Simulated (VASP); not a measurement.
Consider the following.

```xyz
4
Lattice="3.1206 0.0000 0.0000 -1.5603 2.7025 0.0000 0.0000 0.0000 5.1108" Properties=species:S:1:pos:R:3 pbc="T T T"
Cu     1.5603     0.9008     0.0000
Cu     0.0000     1.8017     2.5554
F      1.5603     0.9008     3.1953
F      0.0000     1.8017     0.6399
```

Computed with PBE GGA, VASP's PBE PAW potentials (set 64) (plane waves; VASP). Numerical set-up: 520 eV cut-off, 6×6×4 Γ-centred mesh, Gaussian smearing of 0.050 eV, potentials Cu F.

Problem. Which forces act on the atoms, in eV/Å?

Solution. 
```tsv
atom	Fx	Fy	Fz
Cu1	0.000	0.000	-0.175
Cu2	0.000	0.000	-0.175
F3	0.000	0.000	0.175
F4	0.000	0.000	0.175
```

Problem. Give the stress tensor in GPa (positive for a compressed cell).

Solution. 
```
37.95   0.00   0.00
 0.00  37.95   0.00
 0.00   0.00  40.41
```
The pressure is its mean diagonal, 38.77 GPa.

The structure was generated: CuF was put into the wurtzite type (P6_3mc), which need not be its known phase. The cell was not relaxed at this level. The k-mesh is coarse (spacing up to 0.39 per Å, 2π included), so the numbers may not be converged in it.
